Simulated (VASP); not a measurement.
Method: r2SCAN meta-GGA, VASP's PBE PAW potentials (set 64) (plane waves; VASP 6.6.1).

VASP input:

File KPOINTS_OPT:
```
k-points along high-symmetry lines
10
Line-mode
Reciprocal
  0.000000   0.000000   0.000000 ! GAMMA
  0.000000   0.500000   0.000000 ! X

  0.000000   0.500000   0.000000 ! X
  0.500000   0.500000   0.000000 ! M

  0.500000   0.500000   0.000000 ! M
  0.000000   0.000000   0.000000 ! GAMMA

  0.000000   0.000000   0.000000 ! GAMMA
  0.500000   0.500000   0.500000 ! R

  0.500000   0.500000   0.500000 ! R
  0.000000   0.500000   0.000000 ! X

  0.500000   0.500000   0.500000 ! R
  0.500000   0.500000   0.000000 ! M
```

KPOINTS:
```
Automatic
0
G
13 13 13
```

File POSCAR:
```
PtAs
3.2007560
  0.9999999337   0.0000000000   0.0000000000
  0.0000000000   0.9999999337   0.0000000000
  0.0000000000   0.0000000000   0.9999999337
Pt As
1 1
Direct
  0.0000000000   0.0000000000   0.0000000000
  0.5000000000   0.5000000000   0.5000000000
```

INCAR:
```
ALGO = Normal
EDIFF = 1E-7
ENCUT = 400
ISIF = 2
ISMEAR = -5
LASPH = .True.
LCHARG = .False.
LMAXMIX = 6
LMIXTAU = .True.
LORBIT = 11
LREAL = .False.
LWAVE = .False.
METAGGA = R2SCAN
NEDOS = 601
NELM = 100
PREC = Accurate
SYSTEM = PtAs
```

POTCAR, in this order: Pt As (PBE.64 set). Program: vasp_std.

The run wrote:

OUTCAR:
```
 ion  position               nearest neighbor table
   1  0.000  0.000  0.000-   2 2.77   2 2.77   2 2.77   2 2.77   2 2.77   2 2.77   2 2.77   2 2.77
  LATTYP: Found a simple cubic cell.
 ALAT       =     3.2007557878
 Subroutine PRICEL returns:
 Original cell was already a primitive cell.
 Subroutine GETGRP returns: Found 48 space group operations
The static configuration has the point symmetry O_h .
The dynamic configuration has the point symmetry O_h .
 Subroutine INISYM returns: Found 48 space group operations
 Subroutine IBZKPT returns following result:
 Found     84 irreducible k-points:

 Following reciprocal coordinates:
            Coordinates               Weight
  0.000000  0.000000  0.000000      1.000000
  0.076923  0.000000  0.000000      6.000000
  0.153846  0.000000  0.000000      6.000000
  0.230769  0.000000  0.000000      6.000000
  0.307692  0.000000  0.000000      6.000000
  0.384615  0.000000  0.000000      6.000000
  0.461538  0.000000  0.000000      6.000000
  0.076923  0.076923  0.000000     12.000000
  0.153846  0.076923  0.000000     24.000000
  0.230769  0.076923  0.000000     24.000000
  0.307692  0.076923  0.000000     24.000000
  0.384615  0.076923  0.000000     24.000000
  0.461538  0.076923  0.000000     24.000000
  0.153846  0.153846  0.000000     12.000000
  0.230769  0.153846  0.000000     24.000000
  0.307692  0.153846  0.000000     24.000000
  0.384615  0.153846  0.000000     24.000000
  0.461538  0.153846  0.000000     24.000000
  0.230769  0.230769  0.000000     12.000000
  0.307692  0.230769  0.000000     24.000000
  0.384615  0.230769  0.000000     24.000000
  0.461538  0.230769  0.000000     24.000000
  0.307692  0.307692  0.000000     12.000000
  0.384615  0.307692  0.000000     24.000000
  0.461538  0.307692  0.000000     24.000000
...
```

OSZICAR:
```
       N       E                     dE             d eps       ncg     rms          rms(c)
DAV:   1    -0.908444693959E+01   -0.90844E+01   -0.60810E+03  2056   0.968E+02
DAV:   2    -0.684336535172E+02   -0.59349E+02   -0.54885E+02  2107   0.197E+02
DAV:   3    -0.700864740083E+02   -0.16528E+01   -0.16269E+01  2178   0.320E+01
DAV:   4    -0.700996758287E+02   -0.13202E-01   -0.13239E-01  2076   0.304E+00
DAV:   5    -0.700998222431E+02   -0.14641E-03   -0.14746E-03  2145   0.313E-01    0.988E+00
DAV:   6    -0.659728927158E+02    0.41269E+01   -0.30980E+00  1972   0.181E+01    0.655E+00
DAV:   7    -0.660332217851E+02   -0.60329E-01   -0.36453E-01  1989   0.653E+00    0.380E+00
DAV:   8    -0.660403015794E+02   -0.70798E-02   -0.82637E-02  1900   0.239E+00    0.810E-01
DAV:   9    -0.660492974267E+02   -0.89958E-02   -0.33008E-02  1996   0.168E+00    0.100E-01
DAV:  10    -0.660506831452E+02   -0.13857E-02   -0.55942E-03  2062   0.743E-01    0.854E-02
DAV:  11    -0.660513517321E+02   -0.66859E-03   -0.39693E-04  2049   0.227E-01    0.461E-02
DAV:  12    -0.660514359926E+02   -0.84261E-04   -0.30372E-04  1968   0.171E-01    0.152E-02
DAV:  13    -0.660515211235E+02   -0.85131E-04   -0.10157E-04  2071   0.114E-01    0.344E-03
DAV:  14    -0.660515332693E+02   -0.12146E-04   -0.67010E-06  2100   0.267E-02    0.303E-03
DAV:  15    -0.660515338093E+02   -0.54005E-06   -0.63548E-08  1352   0.253E-03    0.299E-03
DAV:  16    -0.660515308084E+02    0.30010E-05   -0.39275E-07  1905   0.593E-03    0.748E-04
DAV:  17    -0.660515299018E+02    0.90656E-06   -0.71238E-08  1002   0.263E-03    0.387E-04
DAV:  18    -0.660515297775E+02    0.12426E-06   -0.81505E-09   966   0.767E-04    0.326E-04
DAV:  19    -0.660515298852E+02   -0.10769E-06   -0.26260E-09   945   0.457E-04    0.102E-04
DAV:  20    -0.660515299050E+02   -0.19781E-07   -0.84577E-10   936   0.307E-04
   1 F= -.66051530E+02 E0= -.66051530E+02  d E =0.000000E+00
       N       E                     dE             ncg
```

**OUTCAR**
```
------------------------ aborting loop because EDIFF is reached ----------------------------------------
  FORCE on cell =-STRESS in cart. coord.  units (eV):
  Direction    XX          YY          ZZ          XY          YZ          ZX
  --------------------------------------------------------------------------------------
  Total       -0.0265695     -0.0265695     -0.0265695     -0.0000000      0.0000000      0.0000000
  in kB       -1.2981854     -1.2981854     -1.2981854     -0.0000000      0.0000000      0.0000000
  external PRESSURE =      -1.2981854 kB  Pullay stress =       0.0000000 kB
  volume of cell :       32.79
      direct lattice vectors                 reciprocal lattice vectors
     3.200755788  0.000000000  0.000000000     0.312426210  0.000000000  0.000000000
     0.000000000  3.200755788  0.000000000     0.000000000  0.312426210  0.000000000
     0.000000000  0.000000000  3.200755788     0.000000000  0.000000000  0.312426210
 POSITION                                       TOTAL-FORCE (eV/Angst)
 -----------------------------------------------------------------------------------
      0.00000      0.00000      0.00000         0.000000      0.000000      0.000000
      1.60038      1.60038      1.60038         0.000000      0.000000      0.000000
 -----------------------------------------------------------------------------------
    total drift:                                0.000000      0.000000      0.000000
  FREE ENERGIE OF THE ION-ELECTRON SYSTEM (eV)
  ---------------------------------------------------
  free  energy   TOTEN  =       -66.0515299050 eV

  energy  without entropy=      -66.0515299050  energy(sigma->0) =      -66.05152991

 total charge

# of ion       s       p       d       tot
------------------------------------------
    1        0.577   0.430   8.199   9.206
    2        1.340   1.250   0.082   2.672
--------------------------------------------------
tot          1.917   1.679   8.281  11.877
```
(Selected blocks of OUTCAR.)

For a metal the tetrahedron method with Blöchl corrections gives inexact stress and forces.

The structure was generated: PtAs was put into the CsCl type type (Pm-3m), which need not be its known phase. It was relaxed first, which changed the volume by -10 %. The electron count is odd and the run is not spin-polarised, which forces a metal.
